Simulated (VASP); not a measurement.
All values below come from PBE GGA with spin-orbit coupling, VASP's PBE PAW potentials (set 64) (plane waves; VASP).

VASP input:

**KPOINTS**
```
Regular mesh
0
gamma
  6 6 6
0 0 0
```

### INCAR
```
SYSTEM = SnTe
PREC = Accurate; ENCUT = 400; LREAL = F
LASPH = T
EDIFF = 1E-6; NELM = 100; ALGO = Normal
LMAXMIX = 4
ISMEAR = 0; SIGMA = 0.05
GGA = PE; GGA_COMPAT = F
MAGMOM = 0 0 0 0 0 0
LSORBIT = T
ISIF = 2
LWAVE = F; LCHARG = F
```

### POSCAR
```
SnTe
6.320
  0.0000000000   0.5000000000   0.5000000000
  0.5000000000   0.0000000000   0.5000000000
  0.5000000000   0.5000000000   0.0000000000
Sn Te
1 1
Cart
  0.0000000000   0.0000000000   0.0000000000
  0.5000000000   0.5000000000   0.5000000000
```

POTCAR, in this order: Sn_d Te (PBE.64 set). Program: vasp_ncl.

Output

OUTCAR:
```
 ion  position               nearest neighbor table
   1  0.000  0.000  0.000-   2 3.16   2 3.16   2 3.16   2 3.16   2 3.16   2 3.16
   2  0.500  0.500  0.500-   1 3.16   1 3.16   1 3.16   1 3.16   1 3.16   1 3.16
  LATTYP: Found a face centered cubic cell.
 ALAT       =     6.3200000000
 Subroutine PRICEL returns:
 Original cell was already a primitive cell.
 Subroutine GETGRP returns: Found 48 space group operations
The static configuration has the point symmetry O_h .
The dynamic configuration has the point symmetry O_h .
The overall configuration has the point symmetry O_h .
 Subroutine INISYM returns: Found 48 space group operations
 Subroutine IBZKPT returns following result:
 Found     16 irreducible k-points:

 Following reciprocal coordinates:
            Coordinates               Weight
  0.000000  0.000000  0.000000      1.000000
  0.166667  0.000000  0.000000      8.000000
  0.333333  0.000000  0.000000      8.000000
  0.500000  0.000000  0.000000      4.000000
  0.166667  0.166667  0.000000      6.000000
  0.333333  0.166667  0.000000     24.000000
  0.500000  0.166667  0.000000     24.000000
 -0.333333  0.166667  0.000000     24.000000
...
```

**OSZICAR**
```
       N       E                     dE             d eps       ncg     rms          rms(c)
DAV:   1     0.157321527619E+03    0.15732E+03   -0.81028E+03   916   0.142E+03
DAV:   2     0.121640965638E+02   -0.14516E+03   -0.14115E+03   936   0.395E+02
DAV:   3    -0.691809412444E+01   -0.19082E+02   -0.18677E+02  1096   0.135E+02
DAV:   4    -0.771825384939E+01   -0.80016E+00   -0.79848E+00  1040   0.302E+01
DAV:   5    -0.774967698773E+01   -0.31423E-01   -0.31421E-01  1304   0.588E+00    0.547E+00
DAV:   6    -0.769607475313E+01    0.53602E-01   -0.11088E-01  1116   0.294E+00    0.351E+00
DAV:   7    -0.769640799114E+01   -0.33324E-03   -0.40239E-02  1068   0.114E+00    0.181E+00
DAV:   8    -0.769779575906E+01   -0.13878E-02   -0.21814E-03  1132   0.353E-01    0.441E-01
DAV:   9    -0.769772511468E+01    0.70644E-04   -0.12975E-03  1112   0.356E-01    0.142E-01
DAV:  10    -0.769784160104E+01   -0.11649E-03   -0.20223E-04   932   0.992E-02    0.352E-02
DAV:  11    -0.769784881884E+01   -0.72178E-05   -0.83600E-06  1172   0.285E-02    0.174E-02
DAV:  12    -0.769785469707E+01   -0.58782E-05   -0.88753E-06   800   0.181E-02    0.135E-02
DAV:  13    -0.769785562496E+01   -0.92789E-06   -0.63680E-07   608   0.111E-02
   1 F= -.76978556E+01 E0= -.76978525E+01  d E =-.615844E-05  mag=     0.0000     0.0000     0.0000
```

OUTCAR:
```
------------------------ aborting loop because EDIFF is reached ----------------------------------------
  FORCE on cell =-STRESS in cart. coord.  units (eV):
  Direction    XX          YY          ZZ          XY          YZ          ZX
  --------------------------------------------------------------------------------------
  Total        0.6992890      0.6992890      0.6992890      0.0000000      0.0000000      0.0000000
  in kB       17.7531739     17.7531739     17.7531739      0.0000000      0.0000000      0.0000000
  external PRESSURE =      17.7531739 kB  Pullay stress =       0.0000000 kB
  volume of cell :       63.11
      direct lattice vectors                 reciprocal lattice vectors
     0.000000000  3.160000000  3.160000000    -0.158227848  0.158227848  0.158227848
     3.160000000  0.000000000  3.160000000     0.158227848 -0.158227848  0.158227848
     3.160000000  3.160000000  0.000000000     0.158227848  0.158227848 -0.158227848
 POSITION                                       TOTAL-FORCE (eV/Angst)
 -----------------------------------------------------------------------------------
      0.00000      0.00000      0.00000        -0.000000     -0.000000      0.000000
      3.16000      3.16000      3.16000         0.000000      0.000000     -0.000000
 -----------------------------------------------------------------------------------
    total drift:                               -0.000000      0.000000      0.000000
  FREE ENERGIE OF THE ION-ELECTRON SYSTEM (eV)
  ---------------------------------------------------
  free  energy   TOTEN  =        -7.6978556250 eV

  energy  without entropy=       -7.6978494665  energy(sigma->0) =       -7.69785255

 Ion:    1  E_soc:     -0.0989858

 Ion:    2  E_soc:     -0.2020740
```
(Selected blocks of OUTCAR.)

The compound is SnTe in the rock salt structure, which distorts at low temperature. The cell was not relaxed at this level.
